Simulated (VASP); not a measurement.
A VASP calculation is set up with these files.

**INCAR**
```
ALGO=Normal
EDIFF=1E-6
ENCUT=300
GGA=PE
ISIF=2
ISMEAR=-1
LASPH=.TRUE.
LCHARG=.FALSE.
LMAXMIX=4
LREAL=.FALSE.
LWAVE=.FALSE.
NELM=100
PREC=Accurate
SIGMA=0.01
SYSTEM=Te
```

**KPOINTS**
```
Automatic
0
Gamma
  5 5 4
0 0 0
```

### POSCAR
```
Te
1
    2.2300000000    -3.8624730000     0.0000000000
    2.2300000000     3.8624730000     0.0000000000
    0.0000000000     0.0000000000     5.9300000000
Te
3
Direct
  0.0000000000   0.2630000000   0.6666670000
  0.7370000000   0.7370000000   0.0000000000
  0.2630000000   0.0000000000   0.3333330000
```

POTCAR, in this order: Te (PBE.64 set). Program: vasp_std.

Task: Translate this PBE calculation to Quantum ESPRESSO's pw.x.

Result: One equivalent input (not run):
```
&CONTROL
  calculation = 'scf'
  pseudo_dir = './pseudo'
  outdir = './out'
  tprnfor = .true.
  tstress = .true.
/
&SYSTEM
  ibrav = 0
  nat = 3
  ntyp = 1
  ecutwfc = 82.3
  occupations = 'smearing'
  smearing = 'fermi-dirac'
  degauss = 0.000735
  input_dft = 'pbe'
/
&ELECTRONS
  conv_thr = 7.3e-08
  electron_maxstep = 100
/
ATOMIC_SPECIES
  Te 127.600 Te.upf
CELL_PARAMETERS angstrom
     2.2300000   -3.8624730    0.0000000
     2.2300000    3.8624730    0.0000000
     0.0000000    0.0000000    5.9300000
ATOMIC_POSITIONS crystal
  Te   0.0000000  0.2630000  0.6666670
  Te   0.7370000  0.7370000  0.0000000
  Te   0.2630000  0.0000000  0.3333330
K_POINTS automatic
  5 5 4 0 0 0
```
What does not carry over: the potentials are each code's own (VASP's PAW set, PseudoDojo norm-conserving files in pw.x), so ENCUT and ecutwfc are chosen apart and not converted; conv_thr bounds pw.x's estimated SCF error, while EDIFF bounds the energy change between steps.

The structure is a typed Te crystal (P3_121). The cell was not relaxed at this level.
